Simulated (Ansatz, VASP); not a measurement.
# Cross-check of Ge (Germanium) between VASP and Ansatz

One calculation is typed for both programs; each brings its own data sets. How far apart do they land? The cell is taken from a series of runs on this material, whose earlier steps may have relaxed, scaled, displaced or heated it; both programs get it as it stands.

Main program and level: Ansatz 0.2.0; plane waves, with VASP 6.6.1 beside it; zone-centre phonons at LDA.

This is not the structure that Ge takes at ambient pressure and room temperature (diamond type); it is a model or a phase of other conditions.

**1. Set-up**

Symmetry: I4_1/amd, No. 141, tetragonal system. Conventional cell: a = 4.134 Å, b = 4.134 Å, c = 5.444 Å, α = 90.00°, β = 90.00°, γ = 90.00°. Nearest to Ge lie 4 Ge at 2.47 to 2.48 Å.

**2. VASP: zone-centre phonons, LDA**

Second derivatives magnify differences that forces hide, and they need a tight electronic threshold.

Lines of VASP's logs that name or quote its potential files are left out, and so is its time.

INCAR

```
SYSTEM = Ge
PREC = Accurate
ENCUT = 500
EDIFF = 1E-08
NELM = 120
ISMEAR = 0
SIGMA = 0.015
LREAL = .FALSE.
ALGO = Normal
GGA = CA
NBANDS = 20
LORBIT = 11
LWAVE = .FALSE.
LCHARG = .FALSE.
ISIF = 2
ISYM = 2
IBRION = 8
LASPH = .TRUE.
GGA_COMPAT = .FALSE.
KPAR = 2
```

POSCAR

```
Ge
1.0
    0.0000000000      2.9231723792      2.7220035789
    2.9231723792      0.0000000000      2.7220035789
    2.9231723792      2.9231723792      0.0000000000
Ge
2
Direct
    0.4998928365      0.4998928365      0.5000275769
    0.7501071635      0.7501071635      0.7499724231
```

KPOINTS

```
Points of the shifted mesh
1728
Reciprocal
 0.0416666667  0.0416666667  0.0416666667 1
 0.0416666667  0.0416666667  0.1250000000 1
 0.0416666667  0.0416666667  0.2083333333 1
 0.0416666667  0.0416666667  0.2916666667 1
 0.0416666667  0.0416666667  0.3750000000 1
 0.0416666667  0.0416666667  0.4583333333 1
 0.0416666667  0.0416666667  0.5416666667 1
 0.0416666667  0.0416666667  0.6250000000 1
 0.0416666667  0.0416666667  0.7083333333 1
 0.0416666667  0.0416666667  0.7916666667 1
 0.0416666667  0.0416666667  0.8750000000 1
 0.0416666667  0.0416666667  0.9583333333 1
 0.0416666667  0.1250000000  0.0416666667 1
 0.0416666667  0.1250000000  0.1250000000 1
 0.0416666667  0.1250000000  0.2083333333 1
 0.0416666667  0.1250000000  0.2916666667 1
 0.0416666667  0.1250000000  0.3750000000 1
 0.0416666667  0.1250000000  0.4583333333 1
 0.0416666667  0.1250000000  0.5416666667 1
 0.0416666667  0.1250000000  0.6250000000 1
 0.0416666667  0.1250000000  0.7083333333 1
 0.0416666667  0.1250000000  0.7916666667 1
 0.0416666667  0.1250000000  0.8750000000 1
 0.0416666667  0.1250000000  0.9583333333 1
 0.0416666667  0.2083333333  0.0416666667 1
 0.0416666667  0.2083333333  0.1250000000 1
 0.0416666667  0.2083333333  0.2083333333 1
 0.0416666667  0.2083333333  0.2916666667 1
 0.0416666667  0.2083333333  0.3750000000 1
 0.0416666667  0.2083333333  0.4583333333 1
 0.0416666667  0.2083333333  0.5416666667 1
 0.0416666667  0.2083333333  0.6250000000 1
 0.0416666667  0.2083333333  0.7083333333 1
 0.0416666667  0.2083333333  0.7916666667 1
 0.0416666667  0.2083333333  0.8750000000 1
 0.0416666667  0.2083333333  0.9583333333 1
 0.0416666667  0.2916666667  0.0416666667 1
 0.0416666667  0.2916666667  0.1250000000 1
 0.0416666667  0.2916666667  0.2083333333 1
 0.0416666667  0.2916666667  0.2916666667 1
 0.0416666667  0.2916666667  0.3750000000 1
 0.0416666667  0.2916666667  0.4583333333 1
 0.0416666667  0.2916666667  0.5416666667 1
 0.0416666667  0.2916666667  0.6250000000 1
 0.0416666667  0.2916666667  0.7083333333 1
 0.0416666667  0.2916666667  0.7916666667 1
 0.0416666667  0.2916666667  0.8750000000 1
 0.0416666667  0.2916666667  0.9583333333 1
 0.0416666667  0.3750000000  0.0416666667 1
 0.0416666667  0.3750000000  0.1250000000 1
 0.0416666667  0.3750000000  0.2083333333 1
 0.0416666667  0.3750000000  0.2916666667 1
 0.0416666667  0.3750000000  0.3750000000 1
 0.0416666667  0.3750000000  0.4583333333 1
 0.0416666667  0.3750000000  0.5416666667 1
 0.0416666667  0.3750000000  0.6250000000 1
 0.0416666667  0.3750000000  0.7083333333 1
 0.0416666667  0.3750000000  0.7916666667 1
 0.0416666667  0.3750000000  0.8750000000 1
 0.0416666667  0.3750000000  0.9583333333 1
 0.0416666667  0.4583333333  0.0416666667 1
 0.0416666667  0.4583333333  0.1250000000 1
 0.0416666667  0.4583333333  0.2083333333 1
 0.0416666667  0.4583333333  0.2916666667 1
 0.0416666667  0.4583333333  0.3750000000 1
 0.0416666667  0.4583333333  0.4583333333 1
 0.0416666667  0.4583333333  0.5416666667 1
 0.0416666667  0.4583333333  0.6250000000 1
 0.0416666667  0.4583333333  0.7083333333 1
 0.0416666667  0.4583333333  0.7916666667 1
 0.0416666667  0.4583333333  0.8750000000 1
 0.0416666667  0.4583333333  0.9583333333 1
 0.0416666667  0.5416666667  0.0416666667 1
 0.0416666667  0.5416666667  0.1250000000 1
 0.0416666667  0.5416666667  0.2083333333 1
 0.0416666667  0.5416666667  0.2916666667 1
 0.0416666667  0.5416666667  0.3750000000 1
 0.0416666667  0.5416666667  0.4583333333 1
 0.0416666667  0.5416666667  0.5416666667 1
 0.0416666667  0.5416666667  0.6250000000 1
 0.0416666667  0.5416666667  0.7083333333 1
 0.0416666667  0.5416666667  0.7916666667 1
 0.0416666667  0.5416666667  0.8750000000 1
 0.0416666667  0.5416666667  0.9583333333 1
 0.0416666667  0.6250000000  0.0416666667 1
 0.0416666667  0.6250000000  0.1250000000 1
 0.0416666667  0.6250000000  0.2083333333 1
 0.0416666667  0.6250000000  0.2916666667 1
 0.0416666667  0.6250000000  0.3750000000 1
 0.0416666667  0.6250000000  0.4583333333 1
 0.0416666667  0.6250000000  0.5416666667 1
 0.0416666667  0.6250000000  0.6250000000 1
 0.0416666667  0.6250000000  0.7083333333 1
 0.0416666667  0.6250000000  0.7916666667 1
 0.0416666667  0.6250000000  0.8750000000 1
 0.0416666667  0.6250000000  0.9583333333 1
 0.0416666667  0.7083333333  0.0416666667 1
 0.0416666667  0.7083333333  0.1250000000 1
 0.0416666667  0.7083333333  0.2083333333 1
 0.0416666667  0.7083333333  0.2916666667 1
 0.0416666667  0.7083333333  0.3750000000 1
 0.0416666667  0.7083333333  0.4583333333 1
 0.0416666667  0.7083333333  0.5416666667 1
 0.0416666667  0.7083333333  0.6250000000 1
 0.0416666667  0.7083333333  0.7083333333 1
 0.0416666667  0.7083333333  0.7916666667 1
 0.0416666667  0.7083333333  0.8750000000 1
 0.0416666667  0.7083333333  0.9583333333 1
 0.0416666667  0.7916666667  0.0416666667 1
 0.0416666667  0.7916666667  0.1250000000 1
 0.0416666667  0.7916666667  0.2083333333 1
 0.0416666667  0.7916666667  0.2916666667 1
[... 1390 lines left out ...]
 0.8750000000  0.4583333333  0.1250000000 1
 0.8750000000  0.4583333333  0.2083333333 1
 0.8750000000  0.4583333333  0.2916666667 1
 0.8750000000  0.4583333333  0.3750000000 1
 0.8750000000  0.4583333333  0.4583333333 1
 0.8750000000  0.4583333333  0.5416666667 1
 0.8750000000  0.4583333333  0.6250000000 1
 0.8750000000  0.4583333333  0.7083333333 1
 0.8750000000  0.4583333333  0.7916666667 1
 0.8750000000  0.4583333333  0.8750000000 1
 0.8750000000  0.4583333333  0.9583333333 1
 0.8750000000  0.5416666667  0.0416666667 1
 0.8750000000  0.5416666667  0.1250000000 1
 0.8750000000  0.5416666667  0.2083333333 1
 0.8750000000  0.5416666667  0.2916666667 1
 0.8750000000  0.5416666667  0.3750000000 1
 0.8750000000  0.5416666667  0.4583333333 1
 0.8750000000  0.5416666667  0.5416666667 1
 0.8750000000  0.5416666667  0.6250000000 1
 0.8750000000  0.5416666667  0.7083333333 1
 0.8750000000  0.5416666667  0.7916666667 1
 0.8750000000  0.5416666667  0.8750000000 1
 0.8750000000  0.5416666667  0.9583333333 1
 0.8750000000  0.6250000000  0.0416666667 1
 0.8750000000  0.6250000000  0.1250000000 1
 0.8750000000  0.6250000000  0.2083333333 1
 0.8750000000  0.6250000000  0.2916666667 1
 0.8750000000  0.6250000000  0.3750000000 1
 0.8750000000  0.6250000000  0.4583333333 1
 0.8750000000  0.6250000000  0.5416666667 1
 0.8750000000  0.6250000000  0.6250000000 1
 0.8750000000  0.6250000000  0.7083333333 1
 0.8750000000  0.6250000000  0.7916666667 1
 0.8750000000  0.6250000000  0.8750000000 1
 0.8750000000  0.6250000000  0.9583333333 1
 0.8750000000  0.7083333333  0.0416666667 1
 0.8750000000  0.7083333333  0.1250000000 1
 0.8750000000  0.7083333333  0.2083333333 1
 0.8750000000  0.7083333333  0.2916666667 1
 0.8750000000  0.7083333333  0.3750000000 1
 0.8750000000  0.7083333333  0.4583333333 1
 0.8750000000  0.7083333333  0.5416666667 1
 0.8750000000  0.7083333333  0.6250000000 1
 0.8750000000  0.7083333333  0.7083333333 1
 0.8750000000  0.7083333333  0.7916666667 1
 0.8750000000  0.7083333333  0.8750000000 1
 0.8750000000  0.7083333333  0.9583333333 1
 0.8750000000  0.7916666667  0.0416666667 1
 0.8750000000  0.7916666667  0.1250000000 1
 0.8750000000  0.7916666667  0.2083333333 1
 0.8750000000  0.7916666667  0.2916666667 1
 0.8750000000  0.7916666667  0.3750000000 1
 0.8750000000  0.7916666667  0.4583333333 1
 0.8750000000  0.7916666667  0.5416666667 1
 0.8750000000  0.7916666667  0.6250000000 1
 0.8750000000  0.7916666667  0.7083333333 1
 0.8750000000  0.7916666667  0.7916666667 1
 0.8750000000  0.7916666667  0.8750000000 1
 0.8750000000  0.7916666667  0.9583333333 1
 0.8750000000  0.8750000000  0.0416666667 1
 0.8750000000  0.8750000000  0.1250000000 1
 0.8750000000  0.8750000000  0.2083333333 1
 0.8750000000  0.8750000000  0.2916666667 1
 0.8750000000  0.8750000000  0.3750000000 1
 0.8750000000  0.8750000000  0.4583333333 1
 0.8750000000  0.8750000000  0.5416666667 1
 0.8750000000  0.8750000000  0.6250000000 1
 0.8750000000  0.8750000000  0.7083333333 1
 0.8750000000  0.8750000000  0.7916666667 1
 0.8750000000  0.8750000000  0.8750000000 1
 0.8750000000  0.8750000000  0.9583333333 1
 0.8750000000  0.9583333333  0.0416666667 1
 0.8750000000  0.9583333333  0.1250000000 1
 0.8750000000  0.9583333333  0.2083333333 1
 0.8750000000  0.9583333333  0.2916666667 1
 0.8750000000  0.9583333333  0.3750000000 1
 0.8750000000  0.9583333333  0.4583333333 1
 0.8750000000  0.9583333333  0.5416666667 1
 0.8750000000  0.9583333333  0.6250000000 1
 0.8750000000  0.9583333333  0.7083333333 1
 0.8750000000  0.9583333333  0.7916666667 1
 0.8750000000  0.9583333333  0.8750000000 1
 0.8750000000  0.9583333333  0.9583333333 1
 0.9583333333  0.0416666667  0.0416666667 1
 0.9583333333  0.0416666667  0.1250000000 1
 0.9583333333  0.0416666667  0.2083333333 1
 0.9583333333  0.0416666667  0.2916666667 1
 0.9583333333  0.0416666667  0.3750000000 1
 0.9583333333  0.0416666667  0.4583333333 1
 0.9583333333  0.0416666667  0.5416666667 1
 0.9583333333  0.0416666667  0.6250000000 1
 0.9583333333  0.0416666667  0.7083333333 1
 0.9583333333  0.0416666667  0.7916666667 1
 0.9583333333  0.0416666667  0.8750000000 1
 0.9583333333  0.0416666667  0.9583333333 1
 0.9583333333  0.1250000000  0.0416666667 1
 0.9583333333  0.1250000000  0.1250000000 1
 0.9583333333  0.1250000000  0.2083333333 1
 0.9583333333  0.1250000000  0.2916666667 1
 0.9583333333  0.1250000000  0.3750000000 1
 0.9583333333  0.1250000000  0.4583333333 1
 0.9583333333  0.1250000000  0.5416666667 1
 0.9583333333  0.1250000000  0.6250000000 1
 0.9583333333  0.1250000000  0.7083333333 1
 0.9583333333  0.1250000000  0.7916666667 1
 0.9583333333  0.1250000000  0.8750000000 1
 0.9583333333  0.1250000000  0.9583333333 1
 0.9583333333  0.2083333333  0.0416666667 1
 0.9583333333  0.2083333333  0.1250000000 1
 0.9583333333  0.2083333333  0.2083333333 1
 0.9583333333  0.2083333333  0.2916666667 1
 0.9583333333  0.2083333333  0.3750000000 1
 0.9583333333  0.2083333333  0.4583333333 1
 0.9583333333  0.2083333333  0.5416666667 1
 0.9583333333  0.2083333333  0.6250000000 1
 0.9583333333  0.2083333333  0.7083333333 1
 0.9583333333  0.2083333333  0.7916666667 1
 0.9583333333  0.2083333333  0.8750000000 1
 0.9583333333  0.2083333333  0.9583333333 1
 0.9583333333  0.2916666667  0.0416666667 1
 0.9583333333  0.2916666667  0.1250000000 1
 0.9583333333  0.2916666667  0.2083333333 1
 0.9583333333  0.2916666667  0.2916666667 1
 0.9583333333  0.2916666667  0.3750000000 1
 0.9583333333  0.2916666667  0.4583333333 1
 0.9583333333  0.2916666667  0.5416666667 1
 0.9583333333  0.2916666667  0.6250000000 1
 0.9583333333  0.2916666667  0.7083333333 1
 0.9583333333  0.2916666667  0.7916666667 1
 0.9583333333  0.2916666667  0.8750000000 1
 0.9583333333  0.2916666667  0.9583333333 1
 0.9583333333  0.3750000000  0.0416666667 1
 0.9583333333  0.3750000000  0.1250000000 1
 0.9583333333  0.3750000000  0.2083333333 1
 0.9583333333  0.3750000000  0.2916666667 1
 0.9583333333  0.3750000000  0.3750000000 1
 0.9583333333  0.3750000000  0.4583333333 1
 0.9583333333  0.3750000000  0.5416666667 1
 0.9583333333  0.3750000000  0.6250000000 1
 0.9583333333  0.3750000000  0.7083333333 1
 0.9583333333  0.3750000000  0.7916666667 1
 0.9583333333  0.3750000000  0.8750000000 1
 0.9583333333  0.3750000000  0.9583333333 1
 0.9583333333  0.4583333333  0.0416666667 1
 0.9583333333  0.4583333333  0.1250000000 1
 0.9583333333  0.4583333333  0.2083333333 1
 0.9583333333  0.4583333333  0.2916666667 1
 0.9583333333  0.4583333333  0.3750000000 1
 0.9583333333  0.4583333333  0.4583333333 1
 0.9583333333  0.4583333333  0.5416666667 1
 0.9583333333  0.4583333333  0.6250000000 1
 0.9583333333  0.4583333333  0.7083333333 1
 0.9583333333  0.4583333333  0.7916666667 1
 0.9583333333  0.4583333333  0.8750000000 1
 0.9583333333  0.4583333333  0.9583333333 1
 0.9583333333  0.5416666667  0.0416666667 1
 0.9583333333  0.5416666667  0.1250000000 1
 0.9583333333  0.5416666667  0.2083333333 1
 0.9583333333  0.5416666667  0.2916666667 1
 0.9583333333  0.5416666667  0.3750000000 1
 0.9583333333  0.5416666667  0.4583333333 1
 0.9583333333  0.5416666667  0.5416666667 1
 0.9583333333  0.5416666667  0.6250000000 1
 0.9583333333  0.5416666667  0.7083333333 1
 0.9583333333  0.5416666667  0.7916666667 1
 0.9583333333  0.5416666667  0.8750000000 1
 0.9583333333  0.5416666667  0.9583333333 1
 0.9583333333  0.6250000000  0.0416666667 1
 0.9583333333  0.6250000000  0.1250000000 1
 0.9583333333  0.6250000000  0.2083333333 1
 0.9583333333  0.6250000000  0.2916666667 1
 0.9583333333  0.6250000000  0.3750000000 1
 0.9583333333  0.6250000000  0.4583333333 1
 0.9583333333  0.6250000000  0.5416666667 1
 0.9583333333  0.6250000000  0.6250000000 1
 0.9583333333  0.6250000000  0.7083333333 1
 0.9583333333  0.6250000000  0.7916666667 1
 0.9583333333  0.6250000000  0.8750000000 1
 0.9583333333  0.6250000000  0.9583333333 1
 0.9583333333  0.7083333333  0.0416666667 1
 0.9583333333  0.7083333333  0.1250000000 1
 0.9583333333  0.7083333333  0.2083333333 1
 0.9583333333  0.7083333333  0.2916666667 1
 0.9583333333  0.7083333333  0.3750000000 1
 0.9583333333  0.7083333333  0.4583333333 1
 0.9583333333  0.7083333333  0.5416666667 1
 0.9583333333  0.7083333333  0.6250000000 1
 0.9583333333  0.7083333333  0.7083333333 1
 0.9583333333  0.7083333333  0.7916666667 1
 0.9583333333  0.7083333333  0.8750000000 1
 0.9583333333  0.7083333333  0.9583333333 1
 0.9583333333  0.7916666667  0.0416666667 1
 0.9583333333  0.7916666667  0.1250000000 1
 0.9583333333  0.7916666667  0.2083333333 1
 0.9583333333  0.7916666667  0.2916666667 1
 0.9583333333  0.7916666667  0.3750000000 1
 0.9583333333  0.7916666667  0.4583333333 1
 0.9583333333  0.7916666667  0.5416666667 1
 0.9583333333  0.7916666667  0.6250000000 1
 0.9583333333  0.7916666667  0.7083333333 1
 0.9583333333  0.7916666667  0.7916666667 1
 0.9583333333  0.7916666667  0.8750000000 1
 0.9583333333  0.7916666667  0.9583333333 1
 0.9583333333  0.8750000000  0.0416666667 1
 0.9583333333  0.8750000000  0.1250000000 1
 0.9583333333  0.8750000000  0.2083333333 1
 0.9583333333  0.8750000000  0.2916666667 1
 0.9583333333  0.8750000000  0.3750000000 1
 0.9583333333  0.8750000000  0.4583333333 1
 0.9583333333  0.8750000000  0.5416666667 1
 0.9583333333  0.8750000000  0.6250000000 1
 0.9583333333  0.8750000000  0.7083333333 1
 0.9583333333  0.8750000000  0.7916666667 1
 0.9583333333  0.8750000000  0.8750000000 1
 0.9583333333  0.8750000000  0.9583333333 1
 0.9583333333  0.9583333333  0.0416666667 1
 0.9583333333  0.9583333333  0.1250000000 1
 0.9583333333  0.9583333333  0.2083333333 1
 0.9583333333  0.9583333333  0.2916666667 1
 0.9583333333  0.9583333333  0.3750000000 1
 0.9583333333  0.9583333333  0.4583333333 1
 0.9583333333  0.9583333333  0.5416666667 1
 0.9583333333  0.9583333333  0.6250000000 1
 0.9583333333  0.9583333333  0.7083333333 1
 0.9583333333  0.9583333333  0.7916666667 1
 0.9583333333  0.9583333333  0.8750000000 1
 0.9583333333  0.9583333333  0.9583333333 1
```

PAW data sets: Ge_d (LDA family, release 64).

Started as:

```
$ mpirun -np 2 vasp_std
```

Numbers of over 12 decimals in the logs are rounded to 6 here.

Output:

```text
[banner, memory and clock lines left out]
running    2 mpi-ranks, on    1 nodes
 distrk:  each k-point on    1 cores,    2 groups
 distr:  one band on    1 cores,    1 groups

 POSCAR found type information on POSCAR Ge
 POSCAR found :  1 types and       2 ions
 LDA part: xc-table for (Slater(with rela. corr.)+CA(PZ))
 , standard interpolation
 POSCAR, INCAR and KPOINTS ok, starting setup
 FFT: planning ... GRIDC
 FFT: planning ... GRID_SOFT
 FFT: planning ... GRID
 WAVECAR not read
 entering main loop
       N       E                     dE             d eps       ncg     rms          rms(c)
DAV:   1     0.183918408354E+03    0.18392E+03   -0.14755E+04 74088   0.365E+03
DAV:   2     0.153334809370E+02   -0.16858E+03   -0.16416E+03 69252   0.582E+02
DAV:   3    -0.968100750352E+01   -0.25014E+02   -0.24838E+02 78236   0.144E+02
DAV:   4    -0.104885095280E+02   -0.80750E+00   -0.80693E+00 77688   0.304E+01
DAV:   5    -0.105018617558E+02   -0.13352E-01   -0.13352E-01 77424   0.427E+00    0.314E+00
DAV:   6    -0.103949250055E+02    0.10694E+00   -0.35412E-02 76764   0.177E+00    0.179E+00
DAV:   7    -0.103407433565E+02    0.54182E-01   -0.70906E-02 71856   0.209E+00    0.134E-01
DAV:   8    -0.103413871643E+02   -0.64381E-03   -0.54861E-03 78860   0.930E-01    0.483E-02
DAV:   9    -0.103414321509E+02   -0.44987E-04   -0.82490E-05 77736   0.935E-02    0.117E-02
DAV:  10    -0.103414292382E+02    0.29127E-05   -0.99195E-06 93972   0.486E-02    0.407E-03
DAV:  11    -0.103414291688E+02    0.69370E-07   -0.95242E-07 73260   0.845E-03    0.185E-03
DAV:  12    -0.103414291826E+02   -0.13809E-07   -0.46451E-08 69592   0.268E-03    0.360E-04
DAV:  13    -0.103414291823E+02    0.34561E-09   -0.41923E-09 46420   0.749E-04
   1 F= -.10341429E+02 E0= -.10341424E+02  d E =-.106129E-04
 Linear response reoptimize wavefunctions to high precision
DAV:   1    -0.103414291823E+02   -0.67303E-10   -0.78945E-10 44996   0.374E-04
 Linear response DOF=           2
 Linear response progress:
  Degree of freedom:   1/  2
       N       E                     dE             d eps       ncg     rms          rms(c)
RMM:   1    -0.188605575637E+00   -0.18861E+00    0.81757E+00 85384   0.440E+01
RMM:   2    -0.195976199689E+00   -0.73706E-02   -0.12568E-02110924   0.105E+00    0.727E-02
RMM:   3    -0.196025078986E+00   -0.48879E-04   -0.97078E-04118576   0.325E-01    0.416E-02
RMM:   4    -0.195960018998E+00    0.65060E-04   -0.60465E-05125626   0.815E-02    0.454E-03
RMM:   5    -0.195965057786E+00   -0.50388E-05   -0.49159E-06122552   0.198E-02    0.227E-03
RMM:   6    -0.195975310659E+00   -0.10253E-04   -0.22409E-07123171   0.530E-03    0.292E-04
RMM:   7    -0.195974412913E+00    0.89775E-06   -0.61295E-08128058   0.188E-03    0.195E-04
RMM:   8    -0.195973828069E+00    0.58484E-06   -0.12687E-08128798   0.676E-04    0.422E-05
RMM:   9    -0.195973705492E+00    0.12258E-06    0.54627E-09129760   0.309E-04    0.192E-05
RMM:  10    -0.195973870198E+00   -0.16471E-06   -0.10612E-08129776   0.154E-04    0.563E-06
RMM:  11    -0.195973879461E+00   -0.92626E-08   -0.26108E-08136490   0.922E-05    0.342E-06
 first order change of Fermi-energy   0.27438E+00
 force on displaced ion       1 direction 1 : -10.005   0.081   0.046
 Linear response progress:
  Degree of freedom:   2/  2
       N       E                     dE             d eps       ncg     rms          rms(c)
RMM:   1    -0.187968621673E+00   -0.18797E+00    0.85599E+00 85080   0.449E+01
RMM:   2    -0.195407320459E+00   -0.74387E-02   -0.13051E-02112449   0.105E+00    0.677E-02
RMM:   3    -0.195424526761E+00   -0.17206E-04   -0.87090E-04117369   0.305E-01    0.387E-02
RMM:   4    -0.195343958862E+00    0.80568E-04   -0.63517E-05126341   0.815E-02    0.497E-03
RMM:   5    -0.195349269736E+00   -0.53109E-05   -0.41768E-06122418   0.188E-02    0.217E-03
RMM:   6    -0.195358833616E+00   -0.95639E-05   -0.27182E-07124663   0.524E-03    0.365E-04
RMM:   7    -0.195358604710E+00    0.22891E-06   -0.47200E-08127846   0.171E-03    0.217E-04
RMM:   8    -0.195358463245E+00    0.14146E-06   -0.84443E-09129711   0.608E-04    0.416E-05
RMM:   9    -0.195358294036E+00    0.16921E-06   -0.40955E-09127989   0.280E-04    0.149E-05
RMM:  10    -0.195358373732E+00   -0.79696E-07   -0.82006E-09130598   0.140E-04    0.544E-06
RMM:  11    -0.195358399342E+00   -0.25610E-07   -0.16675E-08138680   0.858E-05    0.211E-06
RMM:  12    -0.195358413754E+00   -0.14412E-07   -0.13127E-08169502   0.623E-05    0.153E-06
RMM:  13    -0.195358426639E+00   -0.12885E-07   -0.45975E-09174074   0.517E-05    0.374E-07
RMM:  14    -0.195358428604E+00   -0.19653E-08   -0.28322E-09172468   0.464E-05    0.960E-08
 first order change of Fermi-energy   0.41356E+00
 force on displaced ion       1 direction 3 :   0.048   0.048 -10.055
 Linear response finished
```

[end of part 1 of 2]

[Lines on the potential files, build, host, timing and source positions are cut from VASP's logs without a mark.]

[Logs are printed without paths, hosts, clocks, repeated set-up lines and the standing remarks that a program may print on its own settings, such as how far it seeks lower states.]

[Hosts, paths, dates, database ids (printed as entryN), source tags and the programs' standing remarks are cut or masked in the printed files.]
